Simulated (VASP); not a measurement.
OSZICAR of a VASP run on K:

### OSZICAR
```
       N       E                     dE             d eps       ncg     rms          rms(c)
DAV:   1    -0.235781835335E+02   -0.23578E+02   -0.36862E-03   264   0.249E-01    0.371E-02
DAV:   2    -0.235779684643E+02    0.21507E-03   -0.87279E-04   288   0.146E-01    0.117E-02
DAV:   3    -0.235779040996E+02    0.64365E-04   -0.33678E-04   306   0.796E-02    0.110E-02
DAV:   4    -0.235779232905E+02   -0.19191E-04   -0.30284E-04   270   0.113E-01    0.496E-03
DAV:   5    -0.235779562272E+02   -0.32937E-04   -0.24499E-04   264   0.105E-01    0.235E-03
DAV:   6    -0.235779395467E+02    0.16680E-04   -0.11101E-04   264   0.710E-02    0.166E-03
DAV:   7    -0.235779545300E+02   -0.14983E-04   -0.17193E-05   264   0.379E-02    0.142E-03
DAV:   8    -0.235779840470E+02   -0.29517E-04   -0.17014E-05   282   0.425E-02    0.124E-03
DAV:   9    -0.235779873322E+02   -0.32852E-05   -0.15392E-05   264   0.363E-02    0.934E-04
DAV:  10    -0.235779895099E+02   -0.21777E-05   -0.84500E-06   222   0.227E-02    0.749E-04
DAV:  11    -0.235779907777E+02   -0.12678E-05   -0.78855E-06   168   0.223E-02    0.813E-04
DAV:  12    -0.235779874559E+02    0.33219E-05   -0.76357E-06   168   0.226E-02    0.282E-04
DAV:  13    -0.235779836662E+02    0.37896E-05   -0.46747E-06   208   0.219E-02    0.362E-04
DAV:  14    -0.235779847945E+02   -0.11283E-05   -0.17214E-06   168   0.115E-02    0.330E-04
DAV:  15    -0.235779848682E+02   -0.73708E-07   -0.53647E-07   180   0.671E-03
   1 F= -.23577985E+02 E0= -.23578766E+02  d E =0.234339E-02
```

Which electronic solver shows in the log?

It is blocked Davidson (ALGO = Normal, or the opening steps of other solvers). The INCAR had ALGO = Normal.

Can the final energy be trusted as converged?

Self-consistency was reached. It stopped with EDIFF = 1E-6, NELM = 100 (r2SCAN meta-GGA, plane waves, VASP's PBE PAW potentials (set 64)).

The cell is a thin slab with vacuum, built from K (bcc): (100) face.
